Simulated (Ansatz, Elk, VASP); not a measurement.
## InSe (C2/m, 4 atoms in the cell) computed with different codes at matched settings

Self-consistent single point.

```
CELL_PARAMETERS angstrom
      5.82639    -2.05465     0.00000
      5.82639     2.05465     0.00000
     -1.72323     0.00000     4.77135
ATOMIC_POSITIONS crystal
  In 0.11180 0.11180 0.95316
  In 0.88820 0.88820 0.04684
  Se 0.33907 0.33907 0.33104
  Se 0.66093 0.66093 0.66896
```

Shared settings, as Ansatz (an electronic-structure program) writes them: kpoints.mp_grid.grid = 5 5 4; magnetization.spin_orbit = true; scf.occupations.method = fixed. Potentials and cutoffs stand in the table.

```
code                                                                                                                                         model  pressure (GPa)  largest force (eV/Å)  gap on the mesh (eV)      cutoff
------  ------------------------------------------------------------------------------------------------------------------------------------------  --------------  --------------------  --------------------  ----------
Elk     PBEsol, spin-orbit coupling in second variation, all-electron FP-LAPW, Elk's shipped species files, APW+lo basis with extra local orbitals               –                     –                 1.017  rgkmax 7.5
Ansatz                                                                                    PBEsol with spin-orbit coupling, PAW files made with PBE           -1.20                 0.057                 1.031     30.9 Ry
VASP                                                                               PBEsol, spin-orbit coupling, VASP's PBE PAW potentials (set 64)           -1.33                 0.076                 1.020      300 eV
```

Size of the force on each atom (eV/Å): Sizes of forces hide their directions.

| code | In1 | In2 | Se3 | Se4 |
|---|---|---|---|---|
| Ansatz | 0.031 | 0.031 | 0.057 | 0.057 |
| VASP | 0.016 | 0.016 | 0.076 | 0.076 |

A dash marks a value that a program does not give, or that is left out as unsure.

Gaps are read on the mesh.

The spread over the programs that give each value: pressure within 0.13 GPa; largest force within 0.019 eV/Å; gap on the mesh within 0.014 eV.

Elk treats all electrons, but the usual bases taken here (sphere radii, linearisation, local orbitals, empty states) were not tested for convergence, so the values are no reference for the others. Ansatz's pressure is given at a fixed set of plane waves, as the other plane-wave codes print theirs.

VASP's run is marked for a possible Pulay error in its stress at this cutoff; no cutoff test was made.

VASP ran the fixed occupations as a Gaussian smearing of 0.01 eV.

The starting cell comes from a database of computed structures (which also holds hypothetical and non-ambient phases and stackings), without a prior relaxation at this level.

Left out of this page: SIESTA (not drawn, or without a comparable value).

Keys are those of Ansatz 0.2.
